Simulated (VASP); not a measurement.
**BeS (relaxed from the WC structure, space group P-6m2): computed properties**

Level of theory: r2SCAN meta-GGA, VASP's PBE PAW potentials (set 64) (plane waves; VASP 6.6.1).

- space group = P-6m2 (187)
- cell = a = b = 3.2324 Å, c = 2.9323 Å, α = β = 90.00°, γ = 120.00°
- volume per atom = 13.27 Å³/atom
- band gap (over mesh and band path) = none (metal, semimetal or under 0.01 eV)
- density = 2.57 g/cm³

```cif
data_BeS
_chemical_formula_sum 'Be1 S1'
_space_group_name_H-M_alt 'P-6m2'
_space_group_IT_number 187
_space_group_name_Hall 'P -6 2'
_cell_length_a 3.23243
_cell_length_b 3.23243
_cell_length_c 2.93227
_cell_angle_alpha 90.000
_cell_angle_beta 90.000
_cell_angle_gamma 120.000
loop_
_atom_site_label
_atom_site_type_symbol
_atom_site_symmetry_multiplicity
_atom_site_Wyckoff_symbol
_atom_site_fract_x
_atom_site_fract_y
_atom_site_fract_z
_atom_site_occupancy
Be1 Be 1 a 0.00000 0.00000 0.00000 1
S1 S 1 f 0.66667 0.33333 0.50000 1
```

The structure was generated: BeS was put into the WC type (P-6m2), which need not be its known phase. It was relaxed first, which changed the volume by +22 %. Symmetry was kept, so distortions that lower it aren't found.
